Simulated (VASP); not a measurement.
The input files of a VASP run:

**POSCAR**
```
HgTe
1
    0.0000000000     3.1837820000     3.2915700000
    3.3232300000     0.0000000000     3.2915700000
    3.3232300000     3.1837820000     0.0000000000
Hg Te
1 1
Direct
  0.0000000000   0.0000000000   0.0000000000
  0.2452560000   0.2547440000   0.2547440000
```

INCAR:
```
SYSTEM = HgTe
PREC = Accurate
ENCUT = 400
EDIFF = 1E-6
NELM = 100
ALGO = Normal
LREAL = .FALSE.
LASPH = .TRUE.
ISMEAR = 0
SIGMA = 0.05
GGA = PE
LMAXMIX = 6
LWAVE = .FALSE.
LCHARG = .FALSE.
ISIF = 2
NBANDS = 26
```

KPOINTS:
```
Automatic mesh
0
Gamma
6 6 6
0 0 0
```

POTCAR, in this order: Hg Te (PBE.64 set). Program: vasp_std.

Task: Translate this PBE calculation to Quantum ESPRESSO's pw.x.

Result: One equivalent input (not run):
```
&CONTROL
  calculation = 'scf'
  pseudo_dir = './pseudo'
  outdir = './out'
  tprnfor = .true.
  tstress = .true.
/
&SYSTEM
  ibrav = 0
  nat = 2
  ntyp = 2
  ecutwfc = 82.3
  occupations = 'smearing'
  smearing = 'gaussian'
  degauss = 0.003675
  input_dft = 'pbe'
/
&ELECTRONS
  conv_thr = 7.3e-08
  electron_maxstep = 100
/
ATOMIC_SPECIES
  Hg 200.592 Hg.upf
  Te 127.600 Te.upf
CELL_PARAMETERS angstrom
     0.0000000    3.1837820    3.2915700
     3.3232300    0.0000000    3.2915700
     3.3232300    3.1837820    0.0000000
ATOMIC_POSITIONS crystal
  Hg   0.0000000  0.0000000  0.0000000
  Te   0.2452560  0.2547440  0.2547440
K_POINTS automatic
  6 6 6 0 0 0
```
Limits of the translation: the potentials are each code's own (VASP's PAW set, PseudoDojo norm-conserving files in pw.x), so ENCUT and ecutwfc are chosen apart and not converted; conv_thr bounds pw.x's estimated SCF error, while EDIFF bounds the energy change between steps; the number of bands isn't carried over, since the valence differs with the files.

The compound is HgTe in the zinc blende structure. The cell was not relaxed at this level, atoms are displaced from their ideal sites. The run is one of a series of settings (NBANDS = 26 against the base run), some of them coarse on purpose.
